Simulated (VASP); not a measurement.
Calculation: PBEsol GGA, VASP's PBE PAW potentials (set 64) (plane waves; VASP).

VASP input:

**POSCAR**
```
Cu(100) slab
1
    2.5227565885    -0.0000000000    -0.0000000000
   -0.0000000000     2.5227565885     0.0000000000
    0.0000000000     0.0000000000    25.5274616745
Cu
6
Direct
  0.5000000000   0.0000000000   0.3253000000
  0.0000000000   0.5000000000   0.3951800000
  0.5000000000   0.0000000000   0.4650600000
  0.0000000000   0.5000000000   0.5349400000
  0.5000000000   0.0000000000   0.6048200000
  0.0000000000   0.5000000000   0.6747000000
```

**INCAR**
```
# general
SYSTEM  = Cu(100) slab
PREC    = Normal
ENCUT   = 400   # plane-wave cut-off (eV)
LREAL   = F   # projection in real space or not
LASPH   = T

# electronic loop
EDIFF   = 1E-5   # SCF stop (eV)
NELM    = 100   # most electronic steps
NELMIN  = 4
ALGO    = Normal   # blocked Davidson
LMAXMIX = 4

# smearing
ISMEAR  = 1   # Methfessel-Paxton
SIGMA   = 0.1   # width (eV)

# functional
GGA     = PS   # PBEsol

# ions
IBRION  = 2   # conjugate gradients
NSW     = 50
ISIF    = 2   # forces and stress, cell fixed
EDIFFG  = -0.03

# output
LWAVE   = T
LCHARG  = F

# other
LDIPOL  = T
IDIPOL  = 3
DIPOL   = 0.5 0.5 0.5
```

KPOINTS:
```
Automatic mesh
0
Gamma
11 11 1
0 0 0
```

POTCAR, in this order: Cu (PBE.64 set). Program: vasp_std.

The run wrote:

File OSZICAR:
```
       N       E                     dE             d eps       ncg     rms          rms(c)
DAV:   1     0.549794528583E+03    0.54979E+03   -0.25486E+04  1638   0.193E+03
DAV:   2     0.289600930127E+02   -0.52083E+03   -0.50665E+03  1638   0.411E+02
DAV:   3    -0.282065354430E+02   -0.57167E+02   -0.53074E+02  1722   0.191E+02
DAV:   4    -0.303284982953E+02   -0.21220E+01   -0.20929E+01  1825   0.468E+01
DAV:   5    -0.303998623212E+02   -0.71364E-01   -0.71218E-01  2001   0.641E+00    0.197E+01
DAV:   6    -0.269303725203E+02    0.34695E+01   -0.71787E+01  1827   0.141E+02    0.101E+01
DAV:   7    -0.244536161166E+02    0.24768E+01   -0.12848E+01  1914   0.691E+01    0.217E+00
DAV:   8    -0.244984261480E+02   -0.44810E-01   -0.18365E+00  1908   0.417E+01    0.130E+00
DAV:   9    -0.244892404921E+02    0.91857E-02   -0.40389E-01  1910   0.978E+00    0.147E+00
DAV:  10    -0.244525125367E+02    0.36728E-01   -0.96807E-02  2184   0.657E+00    0.390E-01
DAV:  11    -0.244526750489E+02   -0.16251E-03   -0.42543E-02  1933   0.603E+00    0.326E-01
DAV:  12    -0.244508187130E+02    0.18563E-02   -0.92671E-03  1893   0.218E+00    0.163E-01
DAV:  13    -0.244500351279E+02    0.78359E-03   -0.25459E-03  1850   0.664E-01    0.697E-02
DAV:  14    -0.244500036683E+02    0.31460E-04   -0.23212E-03  2081   0.635E-01    0.100E-01
DAV:  15    -0.244498495519E+02    0.15412E-03   -0.14089E-03  1780   0.619E-01    0.267E-02
DAV:  16    -0.244499381002E+02   -0.88548E-04   -0.87190E-05  1896   0.125E-01    0.344E-02
DAV:  17    -0.244500004872E+02   -0.62387E-04   -0.40144E-05  1509   0.123E-01    0.156E-02
DAV:  18    -0.244500435980E+02   -0.43111E-04   -0.57851E-05  1698   0.103E-01    0.552E-03
DAV:  19    -0.244500888953E+02   -0.45297E-04   -0.14227E-05  1029   0.527E-02    0.356E-03
DAV:  20    -0.244500938430E+02   -0.49477E-05   -0.19247E-06  1036   0.327E-02
   1 F= -.24450094E+02 E0= -.24449916E+02  d E =-.244501E+02
       N       E                     dE             d eps       ncg     rms          rms(c)
DAV:   1    -0.244530425416E+02   -0.29536E-02   -0.25156E+00  1666   0.862E+00    0.122E-01
DAV:   2    -0.244574361859E+02   -0.43936E-02   -0.46685E-02  2422   0.234E+00    0.127E-01
DAV:   3    -0.244573177188E+02    0.11847E-03   -0.13872E-03  1779   0.121E+00    0.900E-02
DAV:   4    -0.244572746175E+02    0.43101E-04   -0.27903E-04  2228   0.544E-01    0.742E-02
DAV:   5    -0.244571825275E+02    0.92090E-04   -0.24524E-04  2862   0.332E-01    0.252E-02
DAV:   6    -0.244571780838E+02    0.44437E-05   -0.10395E-04  1903   0.396E-01    0.162E-02
DAV:   7    -0.244571743946E+02    0.36892E-05   -0.25644E-05  1148   0.247E-01
   2 F= -.24457174E+02 E0= -.24457088E+02  d E =-.708055E-02
       N       E                     dE             d eps       ncg     rms          rms(c)
DAV:   1    -0.244533924873E+02    0.37856E-02   -0.41375E+00  1666   0.111E+01    0.163E-01
DAV:   2    -0.244606603178E+02   -0.72678E-02   -0.77612E-02  2401   0.301E+00    0.166E-01
DAV:   3    -0.244604300097E+02    0.23031E-03   -0.24349E-03  1837   0.166E+00    0.115E-01
DAV:   4    -0.244603619004E+02    0.68109E-04   -0.49733E-04  2271   0.691E-01    0.947E-02
DAV:   5    -0.244602063601E+02    0.15554E-03   -0.35984E-04  2921   0.391E-01    0.347E-02
DAV:   6    -0.244601911743E+02    0.15186E-04   -0.16186E-04  2565   0.432E-01    0.180E-02
DAV:   7    -0.244601865001E+02    0.46743E-05   -0.29107E-05  1336   0.271E-01
   3 F= -.24460187E+02 E0= -.24460213E+02  d E =-.100927E-01
       N       E                     dE             d eps       ncg     rms          rms(c)
DAV:   1    -0.244601685954E+02    0.22579E-04   -0.21979E-02  1666   0.807E-01    0.104E-02
DAV:   2    -0.244602078688E+02   -0.39273E-04   -0.41340E-04  2387   0.253E-01    0.157E-02
DAV:   3    -0.244602065037E+02    0.13651E-05   -0.11435E-05   940   0.107E-01    0.108E-02
DAV:   4    -0.244602058757E+02    0.62799E-06   -0.23464E-06   868   0.330E-02
   4 F= -.24460206E+02 E0= -.24460223E+02  d E =-.101120E-01
       N       E                     dE             d eps       ncg     rms          rms(c)
DAV:   1    -0.244602624999E+02   -0.55996E-04   -0.30336E-01  1659   0.299E+00    0.370E-02
DAV:   2    -0.244607791568E+02   -0.51666E-03   -0.54222E-03  2393   0.864E-01    0.439E-02
DAV:   3    -0.244607751465E+02    0.40103E-05   -0.17973E-04  1782   0.376E-01    0.323E-02
DAV:   4    -0.244607688826E+02    0.62638E-05   -0.27050E-05  1058   0.218E-01
   5 F= -.24460769E+02 E0= -.24460826E+02  d E =-.563007E-03
```

File OUTCAR:
```
------------------------ aborting loop because EDIFF is reached ----------------------------------------
  FORCE on cell =-STRESS in cart. coord.  units (eV):
  Direction    XX          YY          ZZ          XY          YZ          ZX
  --------------------------------------------------------------------------------------
  Total       -1.8929909     -1.8929909     -0.6880450      0.0000000      0.0000000      0.0000000
  in kB      -18.6681282    -18.6681282     -6.7853004      0.0000000      0.0000000      0.0000000
  external PRESSURE =     -14.7071856 kB  Pullay stress =       0.0000000 kB
  volume of cell :      162.46
      direct lattice vectors                 reciprocal lattice vectors
     2.522756589  0.000000000  0.000000000     0.396391790  0.000000000  0.000000000
     0.000000000  2.522756589  0.000000000     0.000000000  0.396391790  0.000000000
     0.000000000  0.000000000 25.527461674     0.000000000  0.000000000  0.039173499
 POSITION                                       TOTAL-FORCE (eV/Angst)
 -----------------------------------------------------------------------------------
      1.26138      0.00000      8.32982        -0.000000      0.000000      0.016289
      0.00000      1.26138     10.06691         0.000000      0.000000      0.022426
      1.26138      0.00000     11.86454         0.000000     -0.000000     -0.010748
      2.52276      1.26138     13.66292        -0.000000      0.000000      0.010748
      1.26138      0.00000     15.46056         0.000000      0.000000     -0.022426
      0.00000      1.26138     17.19764         0.000000      0.000000     -0.016289
 -----------------------------------------------------------------------------------
    total drift:                                0.000000      0.000000      0.000000
  FREE ENERGIE OF THE ION-ELECTRON SYSTEM (eV)
  ---------------------------------------------------
  free  energy   TOTEN  =       -24.4607688826 eV

  energy  without entropy=      -24.4609398038  energy(sigma->0) =      -24.46082586

 reached required accuracy - stopping structural energy minimisation
```
(Selected blocks of OUTCAR.)

### CONTCAR
```
Cu(100) slab
   1.00000000000000
     2.5227565885000001    0.0000000000000000    0.0000000000000000
     0.0000000000000000    2.5227565885000001    0.0000000000000000
     0.0000000000000000    0.0000000000000000   25.5274616744999996
  Cu
     6
Direct
     0.5000000000000000    0.0000000000000000    0.3263081629151968
     0.0000000000000000    0.5000000000000000    0.3943558977098868
     0.5000000000000000    0.0000000000000000    0.4647754774326696
     1.0000000000000000    0.5000000000000000    0.5352245225673306
     0.5000000000000000    0.0000000000000000    0.6056441022901132
     0.0000000000000000    0.5000000000000000    0.6736918370848032
```

The cell is a thin slab with vacuum, built from Cu (fcc): (100) face.
